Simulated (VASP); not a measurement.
These are vdW-DF-cx, VASP's PBE PAW potentials (set 64) (plane waves; VASP) values and carry that method's errors.

A VASP calculation is set up with these files.

POSCAR:
```
CdS
1
    0.0000000000     2.9100000000     2.9100000000
    2.9100000000     0.0000000000     2.9100000000
    2.9100000000     2.9100000000     0.0000000000
Cd S
1 1
Direct
  0.0000000000   0.0000000000   0.0000000000
  0.2500000000   0.2500000000   0.2500000000
```

File KPOINTS:
```
Regular mesh
0
G
  7 7 7
```

INCAR:
```
# general
SYSTEM    =  CdS
PREC      =  Accurate
ENCUT     =  520
LREAL     =  .FALSE.
LASPH     =  .TRUE.

# electronic loop
EDIFF     =  1E-6
NELM      =  100
ALGO      =  Normal
LMAXMIX   =  4

# smearing
ISMEAR    =  0
SIGMA     =  0.05

# functional
GGA       =  CX
LUSE_VDW  =  .TRUE.
AGGAC     =  0.0

# ions
IBRION    =  2
NSW       =  60
ISIF      =  3
EDIFFG    =  -0.01

# output
LWAVE     =  .FALSE.
LCHARG    =  .FALSE.
```

POTCAR, in this order: Cd S (PBE.64 set). Program: vasp_std.

Energy and stress use the plane-wave basis of the starting cell.

Problem. Predict the energy per atom (σ→0), volume per atom, band gap (on the k-mesh).

Solution. 
```yaml
energy per atom (σ→0): -0.768 eV/atom
band gap (on the k-mesh): 1.02 eV
volume_per_atom: 25.14 Å³/atom
```

OSZICAR:
```
...
DAV:   1    -0.154543415526E+01   -0.10790E-01   -0.20909E-01   560   0.629E+00    0.756E-01
DAV:   2    -0.153618454801E+01    0.92496E-02   -0.23291E-02   575   0.252E+00    0.270E-01
DAV:   3    -0.153527038178E+01    0.91417E-03   -0.27003E-03   555   0.621E-01    0.223E-01
DAV:   4    -0.153519839620E+01    0.71986E-04   -0.14637E-04   525   0.142E-01    0.518E-02
DAV:   5    -0.153519344480E+01    0.49514E-05   -0.30071E-05   630   0.884E-02    0.170E-02
DAV:   6    -0.153519465598E+01   -0.12112E-05   -0.49005E-06   530   0.297E-02    0.736E-03
DAV:   7    -0.153519468291E+01   -0.26930E-07   -0.48089E-07   355   0.543E-03
   3 F= -.15351947E+01 E0= -.15351947E+01  d E =-.376265E-02
```

The compound is CdS in the zinc blende structure, a metastable form; wurtzite is the usual one. This run relaxes it. Symmetry was kept, so distortions that lower it aren't found.
